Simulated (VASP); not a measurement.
Computed with PBE GGA, VASP's PBE PAW potentials (set 64) (plane waves; VASP).

A VASP calculation is set up with these files.

File POSCAR:
```
Zn4O3S
1
    3.4235363475    -5.9365213924     0.0238430621
    1.7147043122     2.9699556630    -0.0000000036
    0.0191681513    -0.0110667415     5.5451616238
Zn S O
4 1 3
Direct
  0.3345108194   0.3345098194   0.4547911023
  0.1340348706   0.6340358706   0.0222674129
  0.8311521739   0.3311511739   0.5148510274
  0.6974061907   0.6974061907   0.0183838720
  0.3389560316   0.3389550316   0.8719962772
  0.1555603435   0.6555613435   0.3798831657
  0.8293959698   0.3293949698   0.8828647554
  0.6789856003   0.6789856002   0.3829623871
```

File KPOINTS:
```
Automatic mesh
0
Gamma
4 6 4
0 0 0
```

INCAR:
```
# general
SYSTEM =Zn4O3S
PREC   =Accurate
ENCUT  =500
LREAL  =F   # projection in real space or not
LASPH  =T   # aspherical one-centre terms

# electronic loop
EDIFF  =1E-6   # SCF stop (eV)
NELM   =100
ALGO   =Normal   # blocked Davidson
LMAXMIX=4   # l cut-off of mixed one-centre charges

# smearing
ISMEAR =0   # Gaussian
SIGMA  =0.05

# functional
GGA    =PE

# output
LWAVE  =T
LCHARG =F
```

POTCAR, in this order: Zn S O (PBE.64 set). Program: vasp_std.

Output

**OSZICAR**
```
       N       E                     dE             d eps       ncg     rms          rms(c)
DAV:   1     0.696565358964E+03    0.69657E+03   -0.34292E+04  4472   0.225E+03
DAV:   2     0.703606834054E+02   -0.62620E+03   -0.60516E+03  4576   0.509E+02
DAV:   3    -0.329440225260E+02   -0.10330E+03   -0.10158E+03  4772   0.191E+02
DAV:   4    -0.385225112343E+02   -0.55785E+01   -0.55411E+01  5352   0.465E+01
DAV:   5    -0.385984245870E+02   -0.75913E-01   -0.75785E-01  5202   0.566E+00    0.189E+01
DAV:   6    -0.327603492841E+02    0.58381E+01   -0.22373E+01  7348   0.737E+01    0.121E+01
DAV:   7    -0.330839478169E+02   -0.32360E+00   -0.62841E+00  4734   0.184E+01    0.773E+00
DAV:   8    -0.331919109591E+02   -0.10796E+00   -0.26530E+00  6818   0.126E+01    0.320E+00
DAV:   9    -0.329933495733E+02    0.19856E+00   -0.86235E-01  6972   0.115E+01    0.782E-01
DAV:  10    -0.330114987568E+02   -0.18149E-01   -0.19361E-01  4664   0.254E+00    0.339E-01
DAV:  11    -0.330118578981E+02   -0.35914E-03   -0.98762E-03  5254   0.741E-01    0.199E-01
DAV:  12    -0.330119833333E+02   -0.12544E-03   -0.63148E-04  6106   0.434E-01    0.182E-01
DAV:  13    -0.330118964023E+02    0.86931E-04   -0.50055E-04  5168   0.173E-01    0.596E-02
DAV:  14    -0.330118781322E+02    0.18270E-04   -0.27057E-04  5814   0.161E-01    0.117E-02
DAV:  15    -0.330118841590E+02   -0.60268E-05   -0.50341E-05  5206   0.859E-02    0.116E-02
DAV:  16    -0.330118843270E+02   -0.16800E-06   -0.59620E-06  5121   0.438E-02
   1 F= -.33011884E+02 E0= -.33011847E+02  d E =-.740749E-04
```

OUTCAR:
```
------------------------ aborting loop because EDIFF is reached ----------------------------------------
  FORCE on cell =-STRESS in cart. coord.  units (eV):
  Direction    XX          YY          ZZ          XY          YZ          ZX
  --------------------------------------------------------------------------------------
  Total       -0.0005139      0.0060871     -0.0073545      0.0057166      0.0055511     -0.0096153
  in kB       -0.0072972      0.0864385     -0.1044369      0.0811775      0.0788284     -0.1365408
  external PRESSURE =      -0.0084319 kB  Pullay stress =       0.0000000 kB
  volume of cell :      112.83
      direct lattice vectors                 reciprocal lattice vectors
     3.423536347 -5.936521392  0.023843062     0.145966694 -0.084273891 -0.000672757
     1.714704312  2.969955663 -0.000000004     0.291764442  0.168255122 -0.000672757
     0.019168151 -0.011066741  5.545161624    -0.000627627  0.000362361  0.180340287
 POSITION                                       TOTAL-FORCE (eV/Angst)
 -----------------------------------------------------------------------------------
      1.72751     -0.99738      2.52987        -0.005432      0.003136     -0.005941
      1.54648      1.08711      0.12667         0.003791     -0.002189     -0.010556
      3.42317     -3.95635      2.87475         0.004045     -0.002335      0.002263
      3.58379     -2.06910      0.11857         0.001360     -0.000785      0.018259
      1.75835     -1.01519      4.84344         0.004942     -0.002853     -0.004708
      1.66394      1.01930      2.11022        -0.002356      0.001360     -0.011681
      3.42121     -3.95521      4.91540        -0.002590      0.001496      0.002217
      3.49613     -2.01849      2.13978        -0.003759      0.002170      0.010146
 -----------------------------------------------------------------------------------
    total drift:                                0.001086      0.001531      0.000411
  FREE ENERGIE OF THE ION-ELECTRON SYSTEM (eV)
  ---------------------------------------------------
  free  energy   TOTEN  =       -33.0118843270 eV

  energy  without entropy=      -33.0118102521  energy(sigma->0) =      -33.01184729
```
(Selected blocks of OUTCAR.)

The structure was generated: Zn4O3S was put into an ordered model structure (Pm), which need not be its known phase. It was relaxed first.
